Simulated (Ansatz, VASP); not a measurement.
# ZrTiS6: VASP beside Ansatz

Aim: how closely do two programs agree when they are given the same cell, functional and k mesh? The structure shown is the start of the Ansatz relaxation below; VASP solves that cell, so the two are compared at the walk's first step.

Main program and level: Ansatz 0.2.0; plane waves, with VASP 6.6.1 beside it; single point at r2SCAN with D3(BJ).

### Step 1. The starting structure

The cell holds 8 atoms: 6 S, 1 Ti and 1 Zr. Its edges and angles: a = 5.120 Å, b = 3.536 Å, c = 20.818 Å, α = 90.0°, β = 90.0°, γ = 90.0°. It derives from ZrTiS6. As first built, before any earlier steps moved the atoms (in the runner's words): kind sheets cut from a layered crystal; sheets 1. Vacuum lies along c.

### Step 2. Ansatz: relaxation, r2SCAN with D3(BJ)

Ansatz runs on its default PAW (the set named soft_2) files.

The two programs are compared at the cell with which this relaxation starts, whose forces are those of its first step.

input.yaml reads:

```yaml
crystal:
  lattice:
    - [5.119897139, 0.0, 0.0]
    - [0.0, 3.53591581, 0.0]
    - [0.0, 0.0, 20.8175304087]
  atoms:
    - { symbol: S, position: [0.74865657, 0.0, 0.639726718] }
    - { symbol: S, position: [0.143653866, 0.0, 0.639344559] }
    - { symbol: Ti, position: [0.945658992, 0.5, 0.568500358] }
    - { symbol: S, position: [0.446696947, 0.5, 0.528060644] }
    - { symbol: S, position: [0.9463705, 0.0, 0.483890761] }
    - { symbol: Zr, position: [0.446731692, 0.0, 0.438070342] }
    - { symbol: S, position: [0.242954877, 0.5, 0.361480311] }
    - { symbol: S, position: [0.645626597, 0.5, 0.360273282] }
kpoints:
  mp_grid: { grid: [4, 6, 1] }
scf:
  occupations: { method: fermi_dirac, width: 0.02 }
  n_extra_bands: 8
hamiltonian:
  xc: r2scan
  pseudopotentials: { kind: paw }
  dispersion: d3bj
output:
  forces: true
  write_potential: true
  volumetric_format: []
efield:
  axis: 3
  dipole_correction: true
relax:
  f_tol: 0.03
  max_steps: 45
  cell: { fix: [c, alpha, beta] }
```

Launch:

```
$ ansatz run input.yaml --threads 2 --pin off --max-ram 4096MiB --backend cpu --events-out ev --progress --plain --runs-dir out
```

Numbers of over 12 decimals in the logs are rounded to 6 here.

Log:

```text
Warning: the engine holds no damping parameters fitted to this dispersion correction and functional, so the run takes those fitted to r2scan beside the three-body term, which d3bj leaves out (hamiltonian.dispersion, under Limitations)
scf.n_extra_bands = 8 over 30 filled bands (N_el = 60.0): the run solves 38 bands
Engine: ansatz 0.2.0, aarch64-unknown-linux-gnu
Pseudopotentials: kind: paw
Pseudopotential: S, paw, valence charge 6, recommended cutoff 500 eV (meta_gga), S.paw.azcp
Pseudopotential: Ti, paw, valence charge 12, recommended cutoff 500 eV (meta_gga), Ti.paw.azcp
Pseudopotential: Zr, paw, valence charge 12, recommended cutoff 500 eV (meta_gga), Zr.paw.azcp
Functional definition: r2SCAN
  parameter k0 = 0.174
  parameter k1 = 0.065
  parameter a1 = 4.9479
  exchange = r2scan_x(k0 = k0, k1 = k1, a1 = a1)
  correlation = r2scan_c
Crystal: 8 atoms, lattice volume = 376.871 Å³
Basis set: ecut = 500 eV, 9613 PW (Γ), exchange–correlation on 160×108×640 points (64 copies of the dense FFT grid, shifted against one another)
Bands: 38, of which v1, the nominal top of the filled ones, is band 30 counted from 1 (29 counted from 0)
Symmetry: 2 space group operations
Space group: Pm (ITA 6), of the structure as read, at distance tolerance 7.2e-5 Å
k-points: 12 of 24 (time reversal used)
Non-local potential: S, projectors of the file, l = 0: 2, l = 1: 2, l = 2: 2
Non-local potential: Ti, projectors of the file, l = 0: 3, l = 1: 2, l = 2: 3, l = 3: 1
Non-local potential: Zr, projectors of the file, l = 0: 3, l = 1: 2, l = 2: 2, l = 3: 2
PAW form: soft (Blöchl's): semilocal exchange-correlation on the pseudo side does not see the compensation charge
PAW frozen core: S, regenerated for the run's functional (the file was generated under x = pbe(κ = 0.804, μ = 0.219515), c = pbe(β = 0.066725))
PAW frozen core: Ti, regenerated for the run's functional (the file was generated under x = pbe(κ = 0.804, μ = 0.219515), c = pbe(β = 0.066725))
PAW frozen core: Zr, regenerated for the run's functional (the file was generated under x = pbe(κ = 0.804, μ = 0.219515), c = pbe(β = 0.066725))
PAW one-centre angular grid: S, 302 points (default); XC on 160 Gauss nodes
PAW one-centre angular grid: Ti, 590 points (default); XC on 160 Gauss nodes
PAW one-centre angular grid: Zr, 590 points (default); XC on 160 Gauss nodes
Initial density: superposition of atomic densities (neutral atoms: chi_scale 0, normalization atom), corrected by the library's trained network
Initial wavefunctions: pseudopotential atomic-orbital guess
Functional: x = r2scan, c = r2scan; τ floored in thin density (d = 2e-4 eV/Å³)
SCF iter   1: F=—  HF=-12145.205679 eV  |F-HF|=—  |Δ(HF+E_count)|=         —  Δρ=8.92e-3  dr2=5.07e-1  dr2_τ=1.21e-1  ethr=1.77e-3  p=-0.008 e·Å  D=-3.91e-3 V/Å  ΔV_dip=0.08 eV  dr2_dipole=1.54e-2  V_vac-E_F(+/−)=5.73/5.65 eV  ⟨swp⟩=8.2  Hψ=2331  notcnv=0
efield: sawtooth ramp at fractional position 0.9500 (placed from the atoms, in the widest stretch of the axis that holds none; the zero of the levels goes with the place), width 0.1000; the density the first Hamiltonian is built on has a dipole p = -0.008 e·Å; the dipole correction subtracts the counter field D = -3.91e-3 V/Å, which shifts the + side's vacuum level by +0.08 eV against the − side's; the planar-averaged density in the ramp window peaks in size at 3.8e-5 e/Å³
preconditioner: auto → Resta (q_TF=auto, 2.009 Å⁻¹)  ε∞=3.2  [insulator: Δε(μ)=1.061 eV  Ē_g=8.638 eV  σ=0.020 eV  W_gap=1.00  n_scr=48 (ndim 8)  ℏωp=12.7 eV  f_vac=0.556  D(μ)=0.00/eV (n_scr^D=0)  ε∞_Penn≈3.2  vacuum switching on, ρ_ref=5.4e-3 e/Å³]
SCF iter   2: F=—  HF=-12145.380625 eV  |F-HF|=—  |Δ(HF+E_count)|=   1.75e-1  Δρ=1.04e-2  dr2=7.61e-1  dr2_τ=3.93e-2  ethr=8.46e-4  p=0.036 e·Å  D=1.72e-2 V/Å  ΔV_dip=-0.36 eV  dr2_dipole=2.51e-3  V_vac-E_F(+/−)=5.73/6.08 eV  ⟨swp⟩=3.0  Hψ=1011  notcnv=0  defer=33
SCF iter   3: F=—  HF=-12145.305487 eV  |F-HF|=—  |Δ(HF+E_count)|=   7.51e-2  Δρ=2.89e-3  dr2=2.83e-2  dr2_τ=1.55e-3  ethr=8.46e-4  p=0.026 e·Å  D=1.25e-2 V/Å  ΔV_dip=-0.26 eV  dr2_dipole=1.14e-4  V_vac-E_F(+/−)=5.52/5.78 eV  ⟨swp⟩=3.1  Hψ=612  notcnv=0  defer=33
SCF iter   4: F=—  HF=-12145.308624 eV  |F-HF|=—  |Δ(HF+E_count)|=   3.14e-3  Δρ=1.28e-3  dr2=5.52e-3  dr2_τ=3.36e-4  ethr=4.71e-5  p=0.021 e·Å  D=1.02e-2 V/Å  ΔV_dip=-0.21 eV  dr2_dipole=5.15e-4  V_vac-E_F(+/−)=5.48/5.69 eV  ⟨swp⟩=2.8  Hψ=729  notcnv=0  defer=31
SCF iter   5: F=—  HF=-12145.310460 eV  |F-HF|=—  |Δ(HF+E_count)|=   1.84e-3  Δρ=4.27e-4  dr2=1.05e-3  dr2_τ=4.86e-5  ethr=9.20e-6  p=0.029 e·Å  D=1.40e-2 V/Å  ΔV_dip=-0.29 eV  dr2_dipole=2.04e-4  V_vac-E_F(+/−)=5.39/5.69 eV  ⟨swp⟩=2.2  Hψ=720  notcnv=0  defer=31
[...]
SCF iter   5: F=—  HF=-12145.318321 eV  |F-HF|=—  |Δ(HF+E_count)|=   3.97e-9  Δρ=3.80e-7  dr2=9.18e-10  dr2_τ=2.01e-10  ethr=3.24e-11  p=0.024 e·Å  D=1.16e-2 V/Å  ΔV_dip=-0.24 eV  dr2_dipole=4.21e-12  V_vac-E_F(+/−)=5.36/5.60 eV  ⟨swp⟩=1.9  Hψ=509  notcnv=0
SCF iter   6: F=—  HF=-12145.318321 eV  |F-HF|=—  |Δ(HF+E_count)|=   1.28e-9  Δρ=2.59e-7  dr2=2.66e-10  dr2_τ=2.84e-11  ethr=1.53e-12  p=0.024 e·Å  D=1.16e-2 V/Å  ΔV_dip=-0.24 eV  dr2_dipole=4.12e-12  V_vac-E_F(+/−)=5.36/5.60 eV  ⟨swp⟩=2.0  Hψ=643  notcnv=0
SCF iter   7: F=—  HF=-12145.318321 eV  |F-HF|=—  |Δ(HF+E_count)|=  7.39e-10  Δρ=1.03e-7  dr2=9.94e-11  dr2_τ=6.95e-12  ethr=1.00e-12  p=0.024 e·Å  D=1.16e-2 V/Å  ΔV_dip=-0.24 eV  dr2_dipole=7.68e-12  V_vac-E_F(+/−)=5.36/5.60 eV  ⟨swp⟩=8.1  Hψ=2531  notcnv=0
SCF iter   8: F=-12145.318321 eV  HF=-12145.318321 eV  |F-HF|=4.37e-11  |Δ(HF+E_count)|=  4.73e-11  Δρ=3.81e-8  dr2=8.40e-12  dr2_τ=9.27e-13  ethr=1.00e-12  p=0.024 e·Å  D=1.16e-2 V/Å  ΔV_dip=-0.24 eV  dr2_dipole=8.51e-14  V_vac-E_F(+/−)=5.36/5.60 eV  ⟨swp⟩=7.0  Hψ=2318  notcnv=0
SCF 5 converged in 8 iterations: F = -12145.318321 eV  dr2 = 8.40e-12
relax step   5: F+E_penalty+E_count = -12145.31832133 eV  Δ(F+E_penalty+E_count) = +3.569e-4 eV  max|allowed force component| = 2.937e-2 eV/Å  Δτ_max = 0.0000 Å  P = -0.016 GPa  Ω = 372.976 Å³  fix = [c, alpha, beta]  reactions: c +0.003 GPa; beta +0.001 GPa/rad  stress off target by 3.81e-2 GPa on what of the cell is left free  SCF on the basis re-selected at this cell (its energy is not comparable with the rows above)  (8 SCF iters)
basis re-selected at this cell: Δ(F+E_penalty+E_count) = +3.569e-4 eV, ΔP = -0.000 GPa vs the last step (what re-selecting the basis moved, of the pressure what is left beyond the Pulay correction that the steps carried, after the strain that the cell walked since its last selection, with what the two solves' SCF thresholds leave and, on support functions, any second-order correction that the steps lacked; it is no m [...]
WARN: The output density's exchange-correlation potential varies sharply where the density is thin. Do not read a vacuum level from v_tot or v_xc, or from such a field of the output density. On a cell that repeats whose density bears no net charge and no dipole along the vacuum's axis use v_es (v_loc + v_h of the components); under efield.dipole_correction with no amplitude use v_es + v_field, which holds any externa [...]
SCF converged after 8 iterations
Free energy (F): -12145.318321 eV
Harris-Foulkes:  -12145.318321 eV  (|F-HF|=4.37e-11)
Internal energy: -12145.318321 eV  (E = F + TS)
E sigma→0 (E₀):  -12145.318321 eV
Fermi energy:    0.182387 eV
Dipole field:    D = 0.011562 V/Å  (p = 0.023831 e·Å, saw-weighted, corrected)
Work function:   Φ+ = 5.3641 eV   Φ− = 5.6048 eV
Levels:          The Fermi level and band energies are counted from a zero that moves with the ramp; work functions are not
--- Per-component energies (eV) ---
  E_band       = -860.145492
  E_kinetic    = 1246.830926
  E_local      = -29389.724648  (includes V_loc(G=0)·N_el)
  E_nonlocal   = 253.946774
  E_hartree    = 14091.541754
  E_xc         = -801.419101
  E_vxc        = -914.324701  (∫ρ·V_xc dr)
  E_paw        = -7682.610111  (= ΣΔE_a)
  E_vpaw       = -288.455650  (= ΣTr[D̂ρ^β])
  E_aug_tail   = 0.000103  (compensation charges beyond the density's cutoff)
  E_vtau       = 48.535081  (kinetic-family band-sum trace: ∫τ·v_τ [+ j·A + Jᵃ·Aᵃ] dr)
  E_efield     = 0.000138  (sawtooth field / dipole correction)
  E_vefield    = -0.037106  (∫n·V_field dr)
  E_ewald      = 10138.242655
  E_disp       = -1.050013  (pairwise vdW)
  E_core_change = -1.076799  (= ΣΔE_core)
  E_smearing   = -0.000000  (= −TS)
  E_closure    = 0.000000  (closes the sum)
  Σ components = -12145.318321   (vs F -12145.318321, Δ=0.00e0)
--- Forces (eV/Å), atoms counted from 1 ---
  atom   1  S      0.00454955     0.00000000     0.01002821
  atom   2  S     -0.00511947     0.00000000     0.01032271
  atom   3  Ti     0.00090353     0.00000000    -0.02936747
  atom   4  S     -0.00054498     0.00000000     0.00858429
  atom   5  S     -0.00076998     0.00000000     0.00510819
  atom   6  Zr     0.00020911     0.00000000    -0.00505115
  atom   7  S      0.01890267     0.00000000    -0.00049941
  atom   8  S     -0.01811124     0.00000000     0.00088249
  max |Σ_I F_I| component: 1.92e-5 eV/Å
--- Stress (GPa, compression-positive) ---
       -0.038077       0.000000      -0.001283
        0.000000      -0.012613       0.000000
       -0.001283       0.000000       0.002792
  P = ⅓ Tr σ = -0.0160 GPa (-0.160 kbar)
--- Band table (eV; the first three rows and the last of 12) ---
  k-point 0: bands = [... 26 lower, -0.8652, -0.5427, -0.4720, -0.2590, 0.6237, 1.2069, 2.2574, 2.3083, ... 4 higher]
  k-point 1: bands = [... 26 lower, -1.2457, -1.0824, -0.8409, -0.6535, 1.1470, 1.8267, 2.3866, 2.4063, ... 4 higher]
  k-point 2: bands = [... 26 lower, -1.9572, -1.8582, -1.1635, -1.0664, 1.6178, 2.0517, 2.5355, 2.6263, ... 4 higher]
  k-point 11: bands = [... 26 lower, -2.1018, -1.8655, -1.5715, -1.4041, 1.5354, 1.6771, 1.7373, 1.9341, ... 4 higher]
--- Relaxed structure (4 steps of the walk, 4 accepted, 1 SCFs on fresh bases) ---
  F+E_penalty+E_count = -12145.31832133 eV   max|allowed force component| = 2.937e-2 eV/Å   (the final SCF, on the basis selected at the relaxed cell)
  cell:  # Å, volume = 372.9756 Å³
    - [5.087205, 2.2597092590625532e-18, 0]
    - [1.560605902462188e-18, 3.521859, 0]
    - [0, 0, 20.8175304087]
  atoms:
    - { symbol: S, position: [0.746251, 0, 0.639208] }
    - { symbol: S, position: [0.145485, 0, 0.639185] }
    - { symbol: Ti, position: [0.945817, 0.5, 0.568501] }
    - { symbol: S, position: [0.445868, 0.5, 0.528116] }
    - { symbol: S, position: [0.945838, 0, 0.484021] }
    - { symbol: Zr, position: [0.445816, 0, 0.438036] }
    - { symbol: S, position: [0.242129, 0.5, 0.361181] }
    - { symbol: S, position: [0.649147, 0.5, 0.361099] }
```

(Part 1 of 2 ends here.)

[Lines on the potential files, build, host, timing and source positions are cut from VASP's logs without a mark.]

[Logs are printed without paths, hosts, clocks, repeated set-up lines and the standing remarks that a program may print on its own settings, such as how far it seeks lower states.]

[Hosts, paths, dates, database ids (printed as entryN), source tags and the programs' standing remarks are cut or masked in the printed files.]
